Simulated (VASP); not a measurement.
OSZICAR of a VASP run on GaAs (zinc blende):

OSZICAR:
```
       N       E                     dE             d eps       ncg     rms          rms(c)
DAV:   1     0.928471249933E+02    0.92847E+02   -0.95685E+03   528   0.188E+03
DAV:   2     0.972963142840E+01   -0.83117E+02   -0.80687E+02   550   0.329E+02
DAV:   3     0.386452290932E+01   -0.58651E+01   -0.58311E+01   670   0.767E+01
DAV:   4     0.376938098052E+01   -0.95142E-01   -0.95111E-01   561   0.108E+01
DAV:   5     0.376768880614E+01   -0.16922E-02   -0.16921E-02   660   0.126E+00    0.298E+00
DAV:   6     0.464967941234E+01    0.88199E+00   -0.41855E+00   525   0.268E+01    0.183E+00
DAV:   7     0.463743352985E+01   -0.12246E-01   -0.27774E-01   791   0.518E+00    0.125E+00
DAV:   8     0.514593484888E+01    0.50850E+00   -0.64048E-01   520   0.109E+01    0.534E-01
DAV:   9     0.462186672583E+01   -0.52407E+00   -0.42014E-01   520   0.886E+00    0.411E-01
DAV:  10     0.521584236228E+01    0.59398E+00   -0.95010E+03   520   0.222E+05    0.138E-01
DAV:  11     0.462073877792E+01   -0.59510E+00   -0.30863E-01   530   0.717E+00    0.617E-02
DAV:  12     0.461788277307E+01   -0.28560E-02   -0.25016E-03   645   0.565E-01    0.591E-02
DAV:  13     0.461787201339E+01   -0.10760E-04   -0.48127E-05   639   0.685E-02    0.589E-02
DAV:  14     0.461845801834E+01    0.58600E-03   -0.18537E-04   605   0.211E-01    0.525E-02
DAV:  15     0.461799348108E+01   -0.46454E-03   -0.30268E-04   545   0.259E-01    0.352E-02
DAV:  16     0.461781777846E+01   -0.17570E-03   -0.10856E-04   555   0.910E-02    0.274E-02
DAV:  17     0.461783244458E+01    0.14666E-04   -0.36848E-05   620   0.631E-02    0.190E-02
DAV:  18     0.461783194432E+01   -0.50025E-06   -0.10976E-05   613   0.311E-02    0.499E-03
DAV:  19     0.461781599284E+01   -0.15951E-04   -0.11449E-05   540   0.344E-02    0.391E-03
DAV:  20     0.461781631811E+01    0.32527E-06   -0.43921E-07   465   0.815E-03
   1 F= 0.46178163E+01 E0= 0.46178163E+01  d E =0.461782E+01
       N       E                     dE             d eps       ncg     rms          rms(c)
DAV:   1     0.457528685435E+01   -0.42529E-01   -0.61308E-01   670   0.165E+01    0.122E+00
DAV:   2     0.460773643794E+01    0.32450E-01   -0.56713E-02   630   0.563E+00    0.569E-01
DAV:   3     0.461643781696E+01    0.87014E-02   -0.13237E-02   640   0.234E+00    0.119E-01
DAV:   4     0.461713191493E+01    0.69410E-03   -0.19889E-03   579   0.730E-01    0.356E-02
DAV:   5     0.461703716334E+01   -0.94752E-04   -0.44856E-04   525   0.230E-01    0.286E-02
DAV:   6     0.461701776183E+01   -0.19402E-04   -0.21985E-04   549   0.180E-01    0.852E-03
DAV:   7     0.461695267317E+01   -0.65089E-04   -0.11419E-04   520   0.141E-01    0.440E-03
DAV:   8     0.461693128631E+01   -0.21387E-04   -0.14277E-05   540   0.446E-02    0.161E-03
DAV:   9     0.461692970803E+01   -0.15783E-05   -0.75935E-07   415   0.107E-02    0.330E-04
DAV:  10     0.461692983373E+01    0.12570E-06   -0.28231E-07   295   0.929E-03
   2 F= 0.46169298E+01 E0= 0.46169298E+01  d E =-.886484E-03
       N       E                     dE             d eps       ncg     rms          rms(c)
DAV:   1     0.461091712084E+01   -0.60126E-02   -0.82057E-02   670   0.587E+00    0.454E-01
DAV:   2     0.461537700372E+01    0.44599E-02   -0.81565E-03   635   0.228E+00    0.209E-01
DAV:   3     0.461654052450E+01    0.11635E-02   -0.16418E-03   630   0.824E-01    0.468E-02
DAV:   4     0.461660981797E+01    0.69293E-04   -0.25362E-04   571   0.250E-01    0.130E-02
DAV:   5     0.461660642793E+01   -0.33900E-05   -0.56223E-05   520   0.812E-02    0.106E-02
DAV:   6     0.461659680488E+01   -0.96230E-05   -0.29054E-05   549   0.649E-02    0.301E-03
DAV:   7     0.461659057786E+01   -0.62270E-05   -0.14124E-05   520   0.486E-02    0.161E-03
DAV:   8     0.461658736953E+01   -0.32083E-05   -0.16908E-06   542   0.151E-02    0.593E-04
DAV:   9     0.461658795229E+01    0.58276E-06   -0.99501E-08   260   0.392E-03
   3 F= 0.46165880E+01 E0= 0.46165880E+01  d E =-.122837E-02
```

Task: Which electronic solver shows in the log?

Result: It is blocked Davidson (ALGO = Normal, or the opening steps of other solvers). The INCAR had ALGO = Normal.

Task: Can the final energy be trusted as converged?

Result: The calculation finished and met its thresholds. It stopped with EDIFF = 1E-6, NELM = 100, NSW = 60 and EDIFFG = -0.01 after 3 ionic steps (revTPSS meta-GGA, plane waves, VASP's PBE PAW potentials (set 64)).

The compound is GaAs in the zinc blende structure. This run relaxes it. Symmetry was kept, so distortions that lower it aren't found.
